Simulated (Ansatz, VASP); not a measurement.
CuGe4 in VASP and in Ansatz

File INCAR:

```
SYSTEM = CuGe4
ALGO = Normal
DIPOL = 0.5 0.5 0.328
EDIFF = 1E-6
ENCUT = 520
GGA = PE
IDIPOL = 3
ISIF = 2
ISMEAR = 0
IVDW = 12
LASPH = .True.
LCHARG = .False.
LDIPOL = .True.
LREAL = .False.
LWAVE = .False.
NBANDS = 42
NELM = 100
PREC = Accurate
SIGMA = 0.1
```

KPOINTS

```
k-points
0
Gamma
  9 9 1
  0 0 0
```

POSCAR

```
CuGe4
1.0
    4.0303587907      0.0000000000      0.0000000000
   -2.0151793953      3.4903930991      0.0000000000
    0.0000000000      0.0000000000     21.5984135941
Ge Cu
4 1
Direct
    0.3333333333      0.6666666667      0.1851987871
    0.0000000000      0.0000000000      0.2232892486
    0.0000000000      0.0000000000      0.3443139717
    0.6666666667      0.3333333333      0.3795840634
    0.6666666667      0.3333333333      0.5092232143
```

Input for Ansatz:

```yaml
crystal:
  lattice:
    - [4.0303587933, 0.0, 0.0]
    - [-2.0151793967, 3.4903931014, 0.0]
    - [0.0, 0.0, 21.5984134729]
  atoms:
    - { symbol: Ge, position: [0.3333333333, 0.6666666667, 0.1851987881] }
    - { symbol: Ge, position: [0.0, 0.0, 0.2232892499] }
    - { symbol: Ge, position: [0.0, 0.0, 0.3443139757] }
    - { symbol: Ge, position: [0.6666666667, 0.3333333333, 0.3795840599] }
    - { symbol: Cu, position: [0.6666666667, 0.3333333333, 0.5092232115] }
basis:
  ecutwfc: 420
kpoints:
  mp_grid: { grid: [9, 9, 1] }
hamiltonian:
  xc: pbe
  pseudopotentials: { kind: paw, azcp: { folder: soft_1 } }
  dispersion: d3bj
scf:
  occupations: { method: gaussian, width: 0.1 }
output:
  forces: true
  eigenvalues: true
efield:
  axis: 3
  dipole_correction: true
  ramp_width: 0.04
```

Alike in both runs: task single point; functional PBE; dispersion D3(BJ); k mesh 9 × 9 × 1; occupations gaussian, width 0.1 eV; no spin polarisation.

|  | VASP | Ansatz |
| --- | --- | --- |
| version | VASP 6.6.1 | Ansatz 0.2.0 |
| potentials or method | VASP PAW PBE potentials, release 64 (Ge_d, Cu) | scalar-relativistic, plane waves, PAW |
| plane-wave cutoff (eV) | 520 | 420 |
| valence electrons in the cell | 67 | 75 |

|  | VASP | Ansatz | Ansatz less VASP |
| --- | --- | --- | --- |
| gap on the k mesh at the Fermi level (eV) | none | none | - |
| rms of the force components (eV/Å) | 0.338 | 0.341 | +0.0029 |

Atom by atom the forces differ by 0.003 eV/Å (rms over components). A gap of «none» marks a metal or a gap that the smearing closes. The two sets of potentials don't hold the same shells in valence.
